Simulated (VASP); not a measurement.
Input of a VASP 6.6.1 run:

File INCAR:

```
SYSTEM = Zr3MoC
  PREC = Accurate
  ENCUT = 600
  EDIFF = 1E-6
  ISMEAR = -1
  SIGMA = 0.05
  LREAL = .FALSE.
  LASPH = .TRUE.
  NELM = 80
  ALGO = Fast
  ISIF = 3
  LWAVE = .FALSE.
  LCHARG = .FALSE.
  GGA = RP
  IBRION = 2
  NSW = 60
  EDIFFG = -0.01
```

The input KPOINTS:

```
Automatic mesh
0
G
  5 5 5
  0 0 0
```

The input POSCAR:

```
Zr3MoC
1.0
    4.9425100000      0.0000000000      0.0000000000
    0.0000000000      4.9425100000      0.0000000000
    0.0000000000      0.0000000000      4.9425100000
Zr Mo C
3 1 1
Direct
    0.5000000000      0.0000000000      0.0000000000
    0.0000000000      0.5000000000      0.0000000000
    0.0000000000      0.0000000000      0.5000000000
    0.0000000000      0.0000000000      0.0000000000
    0.5000000000      0.5000000000      0.5000000000
```

Potentials or basis: VASP PAW PBE potentials, release 64 (Zr_sv, Mo_sv, C).

Launch:

```console
$ cat potpaw_PBE.64/Zr_sv/POTCAR potpaw_PBE.64/Mo_sv/POTCAR potpaw_PBE.64/C/POTCAR > POTCAR
$ mpirun -np 1 vasp_std > vasp.out
```

(1) Predict the band gap on the k mesh.

(2) Predict the relaxed cell.

(3) What does it give for the relaxed volume?

(4) Predict the space group after relaxing (to 0.05 Å).

## Answers

(1) none (metal or under the smearing width).

(2) a = 5.002 Å, b = 5.002 Å, c = 5.002 Å, α = 90.00°, β = 90.00°, γ = 90.00°.

(3) 25.03 Å³/atom.

(4) Pm-3m (No. 221).

Caveat: the PAW data sets were made with another functional, which shifts forces and pressure a little.
